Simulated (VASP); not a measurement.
The input files of a VASP run:

### KPOINTS
```
Automatic mesh
0
Gamma
13 13 6
0 0 0
```

### POSCAR
```
Cd
1.0
  1.4900000000  -2.5807560000   0.0000000000
  1.4900000000   2.5807560000   0.0000000000
  0.0000000000   0.0000000000   5.6200000000
Cd
2
Cart
  1.4900000000   0.8602537205   1.4050000000
  1.4900000000  -0.8602537205   4.2150000000
```

INCAR:
```
ALGO=Normal
EDIFF=1E-6
EDIFFG=-0.01
ENCUT=520
GGA=PE
IBRION=2
ISIF=3
ISMEAR=1
IVDW=11
LASPH=T
LCHARG=F
LMAXMIX=4
LREAL=F
LWAVE=F
NELM=100
NSW=60
PREC=Accurate
SIGMA=0.1
SYSTEM=Cd
```

POTCAR, in this order: Cd (PBE.64 set). Program: vasp_std.

Task: Translate this PBE-D3 (zero damping) calculation to Quantum ESPRESSO's pw.x.

Result: One equivalent input (not run):
```
&CONTROL
  calculation = 'vc-relax'
  pseudo_dir = './pseudo'
  outdir = './out'
  tprnfor = .true.
  tstress = .true.
  nstep = 60
  forc_conv_thr = 0.00039
/
&SYSTEM
  ibrav = 0
  nat = 2
  ntyp = 1
  ecutwfc = 102
  occupations = 'smearing'
  smearing = 'methfessel-paxton'
  degauss = 0.00735
  input_dft = 'pbe'
  vdw_corr = 'grimme-d3'
  dftd3_version = 3
  dftd3_threebody = .false.
/
&ELECTRONS
  conv_thr = 7.3e-08
  electron_maxstep = 100
/
&IONS
/
&CELL
/
ATOMIC_SPECIES
  Cd 112.414 Cd.upf
CELL_PARAMETERS angstrom
     1.4900000   -2.5807560    0.0000000
     1.4900000    2.5807560    0.0000000
     0.0000000    0.0000000    5.6200000
ATOMIC_POSITIONS crystal
  Cd   0.3333330  0.6666670  0.2500000
  Cd   0.6666670  0.3333330  0.7500000
K_POINTS automatic
  13 13 6 0 0 0
```
What does not carry over: the potentials are each code's own (VASP's PAW set, PseudoDojo norm-conserving files in pw.x), so ENCUT and ecutwfc are chosen apart and not converted; conv_thr bounds pw.x's estimated SCF error, while EDIFF bounds the energy change between steps; forc_conv_thr acts on force components and is met together with etot_conv_thr.

The compound is Cd in the hcp structure. This run relaxes it. Symmetry was kept, so distortions that lower it aren't found.
